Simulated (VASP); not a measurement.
Computed with PBE GGA with D4 dispersion, VASP's PBE PAW potentials (set 64) (plane waves; VASP).

Input for VASP

POSCAR:
```
WC
1
    1.4384931606    -2.4915433144     0.0000000000
    1.4384931606     2.4915433144     0.0000000000
    0.0000000000     0.0000000000     2.8058851250
W C
1 1
Direct
  0.0000000000   0.0000000000   1.0000000000
  0.3333330000   0.6666670000   0.5000000000
```

**KPOINTS**
```
Automatic mesh
0
Gamma
14 14 13
0 0 0
```

**INCAR**
```
PREC = Accurate
LREAL = F   # projection in real space or not
ISIF = 4
ENCUT = 520   # plane-wave cut-off (eV)
SYSTEM = WC
NELM = 100   # most electronic steps
LASPH = T   # aspherical one-centre terms
LMAXMIX = 6   # l cut-off of mixed one-centre charges
ISMEAR = 1
NSW = 30
ALGO = Normal   # blocked Davidson
SIGMA = 0.1   # width (eV)
EDIFF = 1E-7   # SCF stop (eV)
IVDW = 13   # D4
LWAVE = F
LCHARG = F
GGA = PE
IBRION = 2
EDIFFG = -0.01
```

POTCAR, in this order: W_sv C (PBE.64 set). Program: vasp_std.

Unless said otherwise, spin-orbit coupling is left out, though it shifts the bands of the heavy elements here.

Problem. What does the run give for the energy per atom (σ→0), dispersion energy, band gap (on the k-mesh)?

Solution. 
```yaml
energy per atom (σ→0): -11.696 eV/atom
dispersion_energy: -96.8 kJ/mol
band gap (on the k-mesh): none (metal, semimetal or under 0.01 eV)
```

OSZICAR:
```
...
DAV:   1    -0.223900477982E+02   -0.33553E-02   -0.88399E-02  4388   0.359E+00    0.252E-01
DAV:   2    -0.223882008924E+02    0.18469E-02   -0.38325E-03  4633   0.622E-01    0.133E-01
DAV:   3    -0.223875601714E+02    0.64072E-03   -0.12146E-03  4703   0.327E-01    0.474E-02
DAV:   4    -0.223875486814E+02    0.11490E-04   -0.64835E-05  4803   0.790E-02    0.220E-02
DAV:   5    -0.223875472224E+02    0.14590E-05   -0.53218E-06  4633   0.234E-02    0.422E-03
DAV:   6    -0.223875470486E+02    0.17380E-06   -0.67291E-07  4838   0.849E-03    0.137E-03
DAV:   7    -0.223875470495E+02   -0.90859E-09   -0.28310E-08  2229   0.186E-03
   3 F= -.23391229E+02 E0= -.23391202E+02  d E =-.449215E-03
```

The compound is WC in the wc structure. This cell is one point of a volume scan, at 0.97 of the reference volume. Symmetry was kept, so distortions that lower it aren't found.
